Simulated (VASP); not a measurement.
# MoS2: relaxation of cell and atoms with PBE+D3(BJ)

The system is MoS2, a slab with vacuum.

```xyz
12
Lattice="3.1495 0.0000 0.0000 -1.5747 2.7275 0.0000 0.0000 0.0000 39.6163" Properties=species:S:1:pos:R:3 pbc="T T T"
S     0.0000    1.8184    9.1424
S     0.0000    1.8184   12.2771
S     1.5747    0.9092   15.2110
S     1.5747    0.9092   18.3422
S     0.0000    1.8184   21.2740
S     0.0000    1.8184   24.4053
S     1.5747    0.9092   27.3392
S     1.5747    0.9092   30.4739
Mo    1.5747    0.9092   10.7104
Mo    0.0000    1.8184   16.7766
Mo    1.5747    0.9092   22.8397
Mo    0.0000    1.8184   28.9059
```

* Program: VASP 6.6.1
* Task: relaxation of cell and atoms
* Functional: PBE
* Dispersion: D3(BJ)
* Potentials or basis: VASP PAW PBE potentials, release 64 (S, Mo_sv)
* Cutoff: 600 eV
* k mesh: 12 × 12 × 1
* Occupations: gaussian, width 0.03 eV
* Spin: no spin polarisation
* Further INCAR settings: ALGO = Normal; EDIFF = 1e-07; IBRION = 2; EDIFFG = -0.005; NSW = 90; ISIF = 3

```yaml
Relaxed_volume: 28.36 Å³/atom
Relaxed_cell: a = 3.149 Å, b = 3.149 Å, c = 39.616 Å, α = 90.00°, β = 90.00°, γ = 120.00°
Space_group_after_relaxing_to_0.05_Å: P-3m1 (No. 164)
Energy_gained_by_relaxing: 0.0 meV/atom
Ionic_steps: 3
Largest_force_after_relaxing: 0.004 eV/Å
Band_gap_on_the_k_mesh: 0.95 eV, indirect (least direct gap 1.72 eV)
Dispersion_energy_per_atom: -0.406 eV
```

Forces on the atoms (eV/Å):
```
S    0.000  0.000  0.004
S    0.000  0.000  0.001
S    0.000  0.000  0.001
S    0.000  0.000  0.001
S    0.000  0.000 -0.001
S    0.000  0.000 -0.001
S    0.000  0.000 -0.001
S    0.000  0.000 -0.004
Mo   0.000  0.000  0.000
Mo   0.000  0.000  0.000
Mo   0.000  0.000  0.000
Mo   0.000  0.000  0.000
```

Final structure:
```
S Mo
1.0
     3.14931    0.00000    0.00000
    -1.57465    2.72738    0.00000
     0.00000    0.00000   39.61630
S Mo
8 4
Direct
  0.33333 0.66667 0.23078
  0.33333 0.66667 0.30989
  0.66667 0.33333 0.38396
  0.66667 0.33333 0.46299
  0.33333 0.66667 0.53701
  0.33333 0.66667 0.61604
  0.66667 0.33333 0.69011
  0.66667 0.33333 0.76922
  0.66667 0.33333 0.27036
  0.33333 0.66667 0.42348
  0.66667 0.33333 0.57652
  0.33333 0.66667 0.72964
```

Levels at points of the mesh, in eV from the valence-band top:
```tsv
k point	band 50	band 51	band 52	band 53	band 54	band 55
(0.00, 0.00, 0.00)	-0.51	-0.19	0.00	2.17	2.17	2.18
(0.50, 0.00, 0.00)	-1.33	-1.29	-1.27	1.70	1.72	1.73
```

It took 3.7 min on 8 MPI ranks on AMD EPYC 9R45 96-Core Processor (Zen 5), with other jobs on the host, peak memory 0.83 GiB a rank.
